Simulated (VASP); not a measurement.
Data:

```yaml
crystal:
  lattice:
    - [3.45911, 0.00000, 0.00000]
    - [0.00000, 3.45911, 0.00000]
    - [0.00000, 0.00000, 3.45911]
  atoms:
    - { symbol: Si, position: [0.00000, 0.00000, 0.02168] }
    - { symbol: Ni, position: [0.00000, 0.50000, 0.50000] }
    - { symbol: Ni, position: [0.50000, 0.00000, 0.50000] }
    - { symbol: Ni, position: [0.50000, 0.50000, 0.00000] }
```

Method: PBEsol GGA, VASP's PBE PAW potentials (set 64) (plane waves; VASP). Numerical set-up: 480 eV cut-off, 8×8×8 Γ-centred mesh, first-order Methfessel-Paxton smearing of 0.10 eV, potentials Si Ni.

Problem. Which forces act on the atoms, in eV/Å?

Solution. 
```json
[
 {"atom": "Si1", "Fx": "0.000", "Fy": "0.000", "Fz": "-0.466"},
 {"atom": "Ni2", "Fx": "0.000", "Fy": "0.000", "Fz": "0.253"},
 {"atom": "Ni3", "Fx": "0.000", "Fy": "0.000", "Fz": "0.253"},
 {"atom": "Ni4", "Fx": "0.000", "Fy": "0.000", "Fz": "-0.041"}
]
```

Problem. Give the stress tensor in GPa (positive for a compressed cell).

Solution. 
```
0.79  0.00  0.00
0.00  0.79  0.00
0.00  0.00  0.91
```
The pressure is its mean diagonal, 0.83 GPa.

The compound is Ni3Si in the L1_2 structure. This cell was strained or had an atom moved on purpose. The run is not spin-polarised, so no magnetic state was tried.
